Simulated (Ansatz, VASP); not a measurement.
## Cross-check of GaF between VASP and Ansatz

Aim: how closely do two programs agree when they are given the same cell, functional and k mesh? The cell is taken from a series of runs on this material, whose earlier steps may have relaxed, scaled, displaced or heated it; both programs get it as it stands.

Method: plane waves, with VASP 6.6.1 beside it; single point at PBE, in Ansatz 0.2.0.

The structure was built from a prototype and need not be the compound's stable phase.

## Step 1: The starting structure

The structure is orthorhombic, space group Cmcm (No. 63). The conventional cell has a = 3.604 Å, b = 12.617 Å, c = 3.634 Å, α = 90.00°, β = 90.00°, γ = 90.00°. Ga has 1 F at 2.06 Å nearest. Nearest to F lie 1 Ga at 2.06 Å. As first built, before any earlier steps moved the atoms (in the runner's words): all Cl replaced by F and In replaced by Ga in the Cmcm structure of InCl. Farther neighbours and most contacts between anions are not listed.

As a file:

```
Ga F
1.0
     1.80218   -6.30870    0.00000
     1.80218    6.30870    0.00000
     0.00000    0.00000    3.63441
Ga F
2 2
Cartesian
  1.8022 -1.7704 0.9086
  1.8022 1.7704 2.7258
  1.8022 3.8354 2.7258
  1.8022 -3.8354 0.9086
```

## Step 2: VASP: single point, PBE

With cell and atoms fixed, the geometry can't cause a difference; cores, projectors, grids and the points listed under the comparison can.

Lines of VASP's logs that name or quote its potential files are left out, and so is its time.

File INCAR:

```
SYSTEM = GaF
PREC = Accurate
ENCUT = 600
EDIFF = 1E-06
NELM = 120
ISMEAR = -1
SIGMA = 0.05
LREAL = .FALSE.
ALGO = Normal
GGA = PE
NBANDS = 26
LORBIT = 11
LWAVE = .FALSE.
LCHARG = .FALSE.
ISIF = 2
LASPH = .TRUE.
GGA_COMPAT = .FALSE.
EFERMI = MIDGAP
```

File POSCAR:

```
GaF
1.0
    1.8021814987     -6.3086984919      0.0000000000
    1.8021814987      6.3086984919      0.0000000000
    0.0000000000      0.0000000000      3.6344110007
Ga F
2 2
Direct
    0.6403159553      0.3596840447      0.2500000000
    0.3596840447      0.6403159553      0.7500000000
    0.1960254171      0.8039745829      0.7500000000
    0.8039745829      0.1960254171      0.2500000000
```

File KPOINTS:

```
Automatic mesh
0
Gamma
7 7 6
0 0 0
```

The projector-augmented-wave data sets are Ga_d and F (PBE family, release 64).

Launch:

```
> mpirun -np 1 vasp_std
```

Numbers of over 12 decimals in the logs are rounded to 6 here.

Log:

```text
[banner, memory and clock lines left out]
running    1 mpi-ranks, on    1 nodes
 distrk:  each k-point on    1 cores,    1 groups
 distr:  one band on    1 cores,    1 groups

 POSCAR found type information on POSCAR GaF
 POSCAR found :  2 types and       4 ions
 LDA part: xc-table for (Slater+PW92), standard interpolation
 POSCAR, INCAR and KPOINTS ok, starting setup
 FFT: planning ... GRIDC
 FFT: planning ... GRID_SOFT
 FFT: planning ... GRID
 WAVECAR not read
 entering main loop
       N       E                     dE             d eps       ncg     rms          rms(c)
DAV:   1     0.423683153219E+03    0.42368E+03   -0.21915E+04  3438   0.256E+03
DAV:   2     0.484338978648E+02   -0.37525E+03   -0.35994E+03  3810   0.567E+02
DAV:   3    -0.144534308165E+02   -0.62887E+02   -0.62128E+02  3760   0.183E+02
DAV:   4    -0.173979080836E+02   -0.29445E+01   -0.29343E+01  4272   0.423E+01
DAV:   5    -0.174474228432E+02   -0.49515E-01   -0.49454E-01  3898   0.535E+00    0.774E+00
DAV:   6    -0.156729451640E+02    0.17745E+01   -0.76227E+00  4342   0.217E+01    0.291E+00
DAV:   7    -0.156462922411E+02    0.26653E-01   -0.48513E-01  3712   0.467E+00    0.159E+00
DAV:   8    -0.156301459203E+02    0.16146E-01   -0.13518E-01  3918   0.330E+00    0.501E-01
DAV:   9    -0.156273919496E+02    0.27540E-02   -0.23194E-02  4166   0.131E+00    0.109E-01
DAV:  10    -0.156282837653E+02   -0.89182E-03   -0.18379E-03  3752   0.320E-01    0.320E-02
DAV:  11    -0.156283702455E+02   -0.86480E-04   -0.21235E-04  3990   0.105E-01    0.897E-03
DAV:  12    -0.156283869535E+02   -0.16708E-04   -0.48812E-05  3772   0.700E-02    0.383E-03
DAV:  13    -0.156283859362E+02    0.10173E-05   -0.57457E-06  3642   0.323E-02    0.280E-03
DAV:  14    -0.156283865920E+02   -0.65583E-06   -0.13037E-06  2506   0.759E-03
   1 F= -.15628387E+02 E0= -.15628387E+02  d E =-.116555E-10
```

From OUTCAR (step 2):

```text
ion  position               nearest neighbor table
   1  0.640  0.360  0.250-   4 2.06
   2  0.360  0.640  0.750-   3 2.06
   3  0.196  0.804  0.750-   2 2.06
   4  0.804  0.196  0.250-   1 2.06

  LATTYP: Found a base centered orthorhombic cell.
 ALAT       =     3.6043629974
 B/A-ratio  =     3.5005899775
 C/A-ratio  =     1.0083365641

 Subroutine GETGRP returns: Found  8 space group operations
 (whereof  4 operations were pure point group operations)

The static configuration has the point symmetry C_2h.
 The point group associated with its full space group is D_2h.

 Found     64 irreducible k-points:

   k-points           NKPTS =     64   k-points in BZ     NKDIM =     64   number of bands    NBANDS=     26

   dimension x,y,z NGX =    54 NGY =   54 NGZ =   30
   dimension x,y,z NGXF=   108 NGYF=  108 NGZF=   60

   ENCUT  =  600.0 eV  44.10 Ry    6.64 a.u.  13.10 13.10  7.26*2*pi/ulx,y,z

   NELECT =      40.0000    total number of electrons

 k-points in reciprocal lattice and weights: Automatic mesh
   0.00000000  0.00000000  0.00000000       0.003
   0.14285714 -0.00000000  0.00000000       0.014
   0.28571429 -0.00000000  0.00000000       0.014
   0.42857143 -0.00000000  0.00000000       0.014
   0.14285714  0.14285714  0.00000000       0.007
   0.28571429  0.14285714  0.00000000       0.014
   0.42857143  0.14285714  0.00000000       0.014
  -0.42857143  0.14285714  0.00000000       0.014
  -0.28571429  0.14285714  0.00000000       0.014
[...]
0.42857143  0.42857143  0.50000000       0.007
  -0.42857143  0.42857143  0.50000000       0.007

 average (electrostatic) potential at core
       1 -68.6174       2 -68.6174       3 -78.4148       4 -78.4148

 E-fermi :   1.4320

 k-point     1 :       0.0000    0.0000    0.0000
  band No.  band energies     occupation
    ...
     16      -3.8015      2.00000
     17      -3.5479      2.00000
     18      -2.7998      2.00000
     19      -2.7901      2.00000
     20      -0.1775      2.00000
     21       3.7237      0.00000
     22       7.4305      0.00000
     23       7.6336      0.00000
     24       8.0395      0.00000
     25       8.2043      0.00000
    ...

 k-point     2 :       0.1429   -0.0000    0.0000
  band No.  band energies     occupation
    ...
     16      -3.7255      2.00000
     17      -3.5835      2.00000
     18      -2.8219      2.00000
     19      -2.3845      2.00000
     20      -0.1592      2.00000
     21       3.9405      0.00000
     22       6.0484      0.00000
     23       6.8819      0.00000
     24       7.6056      0.00000
     25       8.0318      0.00000
    ...

 k-point     3 :       0.2857   -0.0000    0.0000
  band No.  band energies     occupation
    ...
     16      -3.5470      2.00000
     17      -3.4632      2.00000
     18      -2.9033      2.00000
     19      -1.6408      2.00000
     20      -0.0583      2.00000
     21       3.7833      0.00000
     22       4.6731      0.00000
     23       5.4015      0.00000
     24       7.5354      0.00000
     25       8.0127      0.00000
    ...

  Total       -0.0820311      0.1862002     -0.1010527      0.0000000      0.0000000      0.0000000
  in kB       -1.5903277      3.6098433     -1.9590981      0.0000000      0.0000000      0.0000000
  external PRESSURE =       0.0201392 kB  Pullay stress =       0.0000000 kB

  energy-cutoff  :      600.00
  volume of cell :       82.64
      direct lattice vectors                 reciprocal lattice vectors
     1.802181499 -6.308698492  0.000000000     0.277441534 -0.079255650  0.000000000
     1.802181499  6.308698492  0.000000000     0.277441534  0.079255650  0.000000000
     0.000000000  0.000000000  3.634411001     0.000000000  0.000000000  0.275147747

 POSITION                                       TOTAL-FORCE (eV/Angst)
 -----------------------------------------------------------------------------------
      1.80218     -1.77042      0.90860         0.000000      0.073665      0.000000
      1.80218      1.77042      2.72581         0.000000     -0.073665     -0.000000
      1.80218      3.83537      2.72581         0.000000      0.064427     -0.000000
      1.80218     -3.83537      0.90860         0.000000     -0.064427     -0.000000
 -----------------------------------------------------------------------------------
    total drift:                               -0.000000     -0.000000     -0.000000

  FREE ENERGIE OF THE ION-ELECTRON SYSTEM (eV)
  ---------------------------------------------------
  free  energy   TOTEN  =       -15.6283865920 eV

  energy  without entropy=      -15.6283865920  energy(sigma->0) =      -15.62838659

 total charge
# of ion       s       p       d       tot
------------------------------------------
    1        1.206   0.204   9.960  11.370
    2        1.206   0.204   9.960  11.370
    3        1.741   4.311   0.000   6.052
    4        1.741   4.311   0.000   6.052
--------------------------------------------------
tot          5.895   9.030  19.919  34.843

[... 3 further parts left out ...]
```

The run ends at a pressure of 0.00 GPa, with forces up to 0.074 eV/Å.

## Step 3: Ansatz: single point, PBE

Ansatz runs on its default PAW (the set named soft_2) files.

The same cell, functional, mesh and smearing now go to Ansatz, which takes its cutoff from its data sets.

File input.yaml:

```yaml
crystal:
  lattice:
    - [1.8021814987, -6.3086984919, 0.0]
    - [1.8021814987, 6.3086984919, 0.0]
    - [0.0, 0.0, 3.6344110007]
  atoms:
    - { symbol: Ga, position: [0.6403159553, 0.3596840447, 0.25] }
    - { symbol: Ga, position: [0.3596840447, 0.6403159553, 0.75] }
    - { symbol: F, position: [0.1960254171, 0.8039745829, 0.75] }
    - { symbol: F, position: [0.8039745829, 0.1960254171, 0.25] }
kpoints:
  mp_grid: { grid: [7, 7, 6] }
  band_path:
    path:
      - [[0.0, 0.0, 0.0], [0.27040128, 0.27040128, 0.0], [0.0, 0.5, 0.0], [0.0, 0.5, 0.5], [0.27040128, 0.27040128, 0.5], [0.0, 0.0, 0.5], [0.0, 0.0, 0.0], [-0.5, 0.5, 0.0], [-0.27040128, 0.72959872, 0.0], [-0.27040128, 0.72959872, 0.5], [-0.5, 0.5, 0.5], [-0.5, 0.5, 0.0]]
      - [[0.0, 0.0, 0.5], [-0.5, 0.5, 0.5]]
    npoints: 5
scf:
  occupations: { method: fermi_dirac, width: 0.05 }
  n_extra_bands: 8
hamiltonian:
  xc: pbe
  pseudopotentials: { kind: paw }
output:
  forces: true
  stress: true
  populations: true
  write_bands: true
```

Launch:

```
> ansatz run input.yaml --threads 2 --pin off --max-ram 5120MiB --backend cpu --events-out ev --progress --plain --runs-dir out
```

Log:

```text
scf.n_extra_bands = 8 over 20 filled bands (N_el = 40.0): the run solves 28 bands
Engine: ansatz 0.2.0, x86_64-unknown-linux-gnu
Pseudopotentials: kind: paw
Pseudopotential: Ga, paw, valence charge 13, recommended cutoff 420 eV (normal), Ga.paw.azcp
Pseudopotential: F, paw, valence charge 7, recommended cutoff 420 eV (normal), F.paw.azcp
Functional definition: PBE
  parameter kappa = 0.804
  parameter beta = 0.066725
  exchange = pbe_x(kappa = kappa, mu = beta*pi^2/3)
  correlation = pbe_c(beta = beta)
Crystal: 4 atoms, lattice volume = 82.642 Å³
Basis set: ecut = 420 eV, 1603 PW (Γ), exchange–correlation on 90×90×50 points (8 copies of the dense FFT grid, shifted against one another)
Bands: 28, of which v1, the nominal top of the filled ones, is band 20 counted from 1 (19 counted from 0)
Symmetry: 8 space group operations
Space group: Cmcm (ITA 63), of the structure as read, at distance tolerance 4.4e-5 Å
k-points: 64 of 294
Non-local potential: Ga, projectors of the file, l = 0: 2, l = 1: 2, l = 2: 3, l = 3: 1
Non-local potential: F, projectors of the file, l = 0: 2, l = 1: 2, l = 2: 1
PAW form: soft (Blöchl's): semilocal exchange-correlation on the pseudo side does not see the compensation charge
PAW one-centre angular grid: Ga, 590 points (default); XC on 64 Gauss nodes
PAW one-centre angular grid: F, 110 points (default); XC on 64 Gauss nodes
Initial density: superposition of atomic densities (neutral atoms: chi_scale 0, normalization atom), corrected by the library's trained network
Initial wavefunctions: pseudopotential atomic-orbital guess
Functional: x = pbe(κ = 0.804, μ = 0.219515), c = pbe(β = 0.066725)
SCF iter   1: F=—  HF=-9183.377965 eV  |F-HF|=—  |Δ(HF+E_count)|=         —  Δρ=2.65e-3  dr2=1.60e-2  ethr=1.77e-3  ⟨swp⟩=5.1  Hψ=6944  notcnv=0  defer=45
preconditioner: auto → Resta (q_TF=auto, 2.418 Å⁻¹)  ε∞=3.3  [insulator: Δε(μ)=2.328 eV  Ē_g=17.152 eV  σ=0.050 eV  W_gap=1.00  n_scr=18 (ndim 8)  ℏωp=25.8 eV  f_vac=0.152  D(μ)=0.00/eV (n_scr^D=0)  ε∞_Penn≈3.3]
SCF iter   2: F=—  HF=-9183.375464 eV  |F-HF|=—  |Δ(HF+E_count)|=   2.50e-3  Δρ=1.49e-3  dr2=2.27e-3  ethr=3.99e-5  ⟨swp⟩=2.6  Hψ=2963  notcnv=0  defer=105
SCF iter   3: F=—  HF=-9183.375274 eV  |F-HF|=—  |Δ(HF+E_count)|=   1.90e-4  Δρ=7.27e-4  dr2=6.04e-4  ethr=5.67e-6  ⟨swp⟩=2.0  Hψ=2164  notcnv=0  defer=105
SCF iter   4: F=—  HF=-9183.375243 eV  |F-HF|=—  |Δ(HF+E_count)|=   3.14e-5  Δρ=2.62e-4  dr2=5.42e-5  ethr=1.51e-6  ⟨swp⟩=2.0  Hψ=2098  notcnv=0  defer=105
SCF iter   5: F=—  HF=-9183.375260 eV  |F-HF|=—  |Δ(HF+E_count)|=   1.75e-5  Δρ=6.73e-5  dr2=2.34e-6  ethr=1.36e-7  ⟨swp⟩=2.6  Hψ=2880  notcnv=0  defer=105
SCF iter   6: F=—  HF=-9183.375261 eV  |F-HF|=—  |Δ(HF+E_count)|=   1.08e-6  Δρ=3.07e-5  dr2=5.85e-7  ethr=5.84e-9  ⟨swp⟩=2.0  Hψ=2816  notcnv=0  defer=105
SCF iter   7: F=-9183.375262 eV  HF=-9183.375262 eV  |F-HF|=9.74e-8  |Δ(HF+E_count)|=   6.60e-7  Δρ=8.87e-6  dr2=8.17e-8  ethr=2.50e-10  ⟨swp⟩=7.1  Hψ=8308  notcnv=0
SCF 1 converged in 7 iterations: F = -9183.375262 eV  dr2 = 8.17e-8
  greatest PAW one-centre occupation: 0.996 electrons in one spin orbital (limit 2), on the Ga atom at site 1 (counted from 0), in its partial waves of l = 2
NSCF: frozen V_eff on 62 k-points
SCF converged after 7 iterations
Free energy (F): -9183.375262 eV
Harris-Foulkes:  -9183.375262 eV  (|F-HF|=9.74e-8)
Internal energy: -9183.375262 eV  (E = F + TS)
E sigma→0 (E₀):  -9183.375262 eV
Fermi energy:    3.970905 eV
--- Per-component energies (eV) ---
  E_band       = -297.455024
  E_kinetic    = 636.618109
  E_local      = -6097.934397  (includes V_loc(G=0)·N_el)
  E_nonlocal   = 988.353235
  E_hartree    = 2713.415208
  E_xc         = -297.122548
  E_vxc        = -318.176106  (∫ρ·V_xc dr)
  E_paw        = -4365.879105  (= ΣΔE_a)
  E_vpaw       = -933.164094  (= ΣTr[D̂ρ^β])
  E_aug_tail   = 0.003669  (compensation charges beyond the density's cutoff)
  E_ewald      = -2760.829433
  E_smearing   = -0.000000  (= −TS)
  E_closure    = -0.000000  (closes the sum)
  Σ components = -9183.375262   (vs F -9183.375262, Δ=0.00e0)
--- Forces (eV/Å), atoms counted from 1 ---
  atom   1  Ga     0.00000000     0.00174522     0.00000000
  atom   2  Ga     0.00000000    -0.00174522     0.00000000
  atom   3  F      0.00000000     0.00124023     0.00000000
  atom   4  F      0.00000000    -0.00124023     0.00000000
  max |Σ_I F_I| component: 2.17e-19 eV/Å
--- Stress (GPa, compression-positive) ---
        0.012043       0.000000       0.000000
        0.000000       0.032758       0.000000
        0.000000       0.000000      -0.019852
  P = ⅓ Tr σ = 0.0083 GPa (0.083 kbar)
--- Band table (eV; the first three rows and the last of 64) ---
  k-point 0: bands = [... 16 lower, -1.0343, -0.2879, -0.2782, 2.3305, 6.2495, 9.9457, 10.1479, 10.5571, ... 4 higher]
  k-point 1: bands = [... 16 lower, -1.0877, -0.3088, 0.2170, 2.3656, 6.5742, 8.2989, 9.0262, 9.9735, ... 4 higher]
  k-point 2: bands = [... 16 lower, -0.9436, -0.4242, 1.1058, 2.3987, 6.3743, 6.8638, 7.6272, 10.0842, ... 4 higher]
  k-point 63: bands = [... 16 lower, -0.6518, -0.6518, 2.1354, 2.1354, 5.2847, 5.2847, 9.8768, 9.8768, ... 4 higher]
--- Löwdin populations: 4 sites ---
  site symbol       q [e]
     0     Ga     12.5320
     1     Ga     12.5320
     2      F      7.4359
     3      F      7.4359
  spilling = 0.001605 (of n_electrons = 40.000000)
```

The column dr2 measures how far the density is from self-consistency, as an energy; F and HF (Harris–Foulkes) agree once it is small.

## Step 4: Side by side

Known differences besides the potentials themselves: the cutoff is 420 eV in Ansatz and 600 eV in VASP. Total energies have different zeros and are not compared.

Compared:

| quantity | Ansatz | VASP | difference |
| --- | --- | --- | --- |
| pressure (GPa) | 0.01 | 0.00 | +0.01 |
| gap on the k mesh (eV) | 2.345 | 2.340 | +0.006 |

Forces (eV/Å; atoms numbered as in POSCAR):

| atom | Ansatz x, y, z | VASP x, y, z |
| --- | --- | --- |
| Ga1 | 0.000, 0.002, 0.000 | 0.000, 0.074, 0.000 |
| Ga2 | 0.000, -0.002, 0.000 | 0.000, -0.074, 0.000 |
| F3 | 0.000, 0.001, 0.000 | 0.000, 0.064, 0.000 |
| F4 | 0.000, -0.001, 0.000 | 0.000, -0.064, 0.000 |

The forces differ by 39 meV/Å r.m.s., where the r.m.s. force is 0.001 eV/Å in Ansatz and 0.040 eV/Å in VASP: the atoms lie near their places of rest in Ansatz, so a percentage would say little (all taken over all components). A gap on the mesh is an upper bound, since the band edges may lie between its points.

## Step 5: Summary of results

```
r.m.s. force difference (single point, PBE) : 39 meV/Å
```

The r.m.s. force difference is 39 meV/Å (single point, PBE), beyond the 12 meV/Å picked in this series as the mark of a large difference. What causes the difference of the single point, PBE pair stays open here. Such differences can come from data sets, numerical settings and the points named under the comparisons, not from the functional's error against experiment.

[Lines on the potential files, build, host, timing and source positions are cut from VASP's logs without a mark.]

[Logs are printed without paths, hosts, clocks, repeated set-up lines and the standing remarks that a program may print on its own settings, such as how far it seeks lower states.]

[Hosts, paths, dates, database ids (printed as entryN), source tags and the programs' standing remarks are cut or masked in the printed files.]
